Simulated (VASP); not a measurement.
Crystal: LiTlF4.

```
Li Tl F
1.0
     3.53824    0.00000    0.00000
     0.00000    3.53824    0.00000
     0.00000    0.00000    5.99259
Li Tl F
1 1 4
Direct
  0.50000 0.50000 0.50000
  0.00000 0.00000 0.00000
  0.00000 0.00000 0.60497
  0.50000 0.50000 0.10512
  0.50000 0.50000 0.89488
  0.00000 0.00000 0.39503
```

The cell was built by a generator and needn't be a form met in nature.

| Item | Value |
| --- | --- |
| Program | VASP 6.6.1 |
| Task | relaxation of cell and atoms |
| Functional | PBE |
| Potentials or basis | VASP PAW PBE potentials, release 64 (Li_sv, Tl_d, F) |
| Cutoff | 600 eV |
| k mesh | 8 × 8 × 5 |
| Occupations | gaussian, width 0.05 eV |
| Spin | no spin polarisation |

At the start: pressure 68.1 GPa; volume 12.50 Å³/atom.

Problem. How do energy, volume and symmetry change on relaxing?

Solution. Over 16 steps the energy falls by 2747.7 meV/atom and the volume is 12.86 Å³/atom (+2.9 %); space group P4/mmm (No. 123, to 0.05 Å).

Step by step:
| step | energy change (eV) | largest force (eV/Å) | pressure (GPa) | volume (Å³) |
| --- | --- | --- | --- | --- |
| 1 | 0.0000 | 28.2953 | 68.09 | 75.02 |
| 2 | 141.9920 | 20.9592 | 17.25 | 140.53 |
| 3 | -10.3976 | 0.7261 | -10.92 | 128.45 |
| 4 | -11.3118 | 0.5353 | -10.15 | 123.61 |
| 5 | -13.3667 | 0.7716 | -6.26 | 106.43 |
| 6 | -15.6016 | 1.1377 | -5.94 | 90.22 |
| 7 | -16.3847 | 0.5151 | -4.72 | 82.50 |
| 8 | -16.3735 | 0.9191 | -2.66 | 79.69 |
| 9 | -16.4143 | 0.6418 | -4.00 | 81.28 |
| 10 | -16.4146 | 0.6718 | -3.85 | 81.07 |
| 11 | -16.4746 | 0.3078 | 0.21 | 78.02 |
| 12 | -16.4757 | 0.2980 | -0.34 | 78.36 |
| 13 | -16.4842 | 0.1017 | -0.21 | 77.83 |
| 14 | -16.4856 | 0.0566 | -0.17 | 77.50 |
| 15 | -16.4859 | 0.0288 | -0.10 | 77.35 |
| 16 | -16.4860 | 0.0094 | -0.03 | 77.17 |

Final structure:
```
Li Tl F
1.0
     3.51096    0.00000    0.00000
     0.00000    3.51096    0.00000
     0.00000    0.00000    6.26054
Li Tl F
1 1 4
Direct
  0.50000 0.50000 0.50000
  0.00000 0.00000 0.00000
  0.00000 0.00000 0.67846
  0.50000 0.50000 0.18980
  0.50000 0.50000 0.81020
  0.00000 0.00000 0.32154
```

Caveat: the cutoff is under 1.25 times the usual one of these potentials, so pressure, stress and relaxed cells hold a basis-set (Pulay) error; the standard files for N, O and F lose accuracy on very short bonds.
